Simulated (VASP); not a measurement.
OSZICAR of a VASP run on NiGe (relaxed from the CsCl structure, space group Pm-3m):

OSZICAR:
```
       N       E                     dE             d eps       ncg     rms          rms(c)
DAV:   1     0.921923906418E+02    0.92192E+02   -0.10789E+04  4128   0.341E+03
DAV:   2    -0.199051441629E+02   -0.11210E+03   -0.11053E+03  3912   0.424E+02
DAV:   3    -0.291664703988E+02   -0.92613E+01   -0.92253E+01  4480   0.109E+02
DAV:   4    -0.293251318642E+02   -0.15866E+00   -0.15855E+00  4688   0.146E+01
DAV:   5    -0.293301865713E+02   -0.50547E-02   -0.50544E-02  4992   0.226E+00    0.105E+01
DAV:   6    -0.287295308602E+02    0.60066E+00   -0.44452E+01  4128   0.867E+01    0.164E+01
DAV:   7    -0.257925033242E+02    0.29370E+01   -0.10217E+01  3904   0.528E+01    0.266E+00
DAV:   8    -0.258048902175E+02   -0.12387E-01   -0.11695E+00  5072   0.124E+01    0.185E+00
DAV:   9    -0.257711306151E+02    0.33760E-01   -0.10436E-01  5064   0.424E+00    0.509E-01
DAV:  10    -0.257760100923E+02   -0.48795E-02   -0.36100E-02  5136   0.218E+00    0.173E-01
DAV:  11    -0.257759670631E+02    0.43029E-04   -0.13029E-03  4384   0.444E-01    0.810E-02
DAV:  12    -0.257759116355E+02    0.55428E-04   -0.22951E-04  4616   0.175E-01    0.245E-02
DAV:  13    -0.257759714649E+02   -0.59829E-04   -0.16572E-04  4128   0.123E-01    0.587E-03
DAV:  14    -0.257759974101E+02   -0.25945E-04   -0.11793E-05  4208   0.301E-02    0.171E-03
DAV:  15    -0.257759960853E+02    0.13249E-05   -0.83154E-07  5232   0.121E-02    0.297E-03
DAV:  16    -0.257759959605E+02    0.12477E-06   -0.10563E-06  4368   0.155E-02    0.393E-04
DAV:  17    -0.257759963256E+02   -0.36510E-06   -0.82550E-08  2736   0.422E-03    0.306E-04
DAV:  18    -0.257759962039E+02    0.12166E-06   -0.15755E-08  2136   0.188E-03    0.776E-05
DAV:  19    -0.257759962545E+02   -0.50579E-07   -0.21505E-09  2088   0.455E-04
   1 F= -.25775996E+02 E0= -.25775996E+02  d E =0.000000E+00
       N       E                     dE             ncg
```

Task: Which electronic solver shows in the log?

Result: It is blocked Davidson (ALGO = Normal, or the opening steps of other solvers). The INCAR had ALGO = Normal.

Task: How was spin treated?

Result: Without spin polarisation: there is no mag entry.

Task: Can the final energy be trusted as converged?

Result: The calculation finished and met its thresholds. It stopped with EDIFF = 1E-7, NELM = 100 (r2SCAN meta-GGA, plane waves, VASP's PBE PAW potentials (set 64)).

The structure was generated: NiGe was put into the CsCl type (Pm-3m), which need not be its known phase. It was relaxed first, which changed the volume by +6 %. The run is not spin-polarised, so no magnetic state was tried.
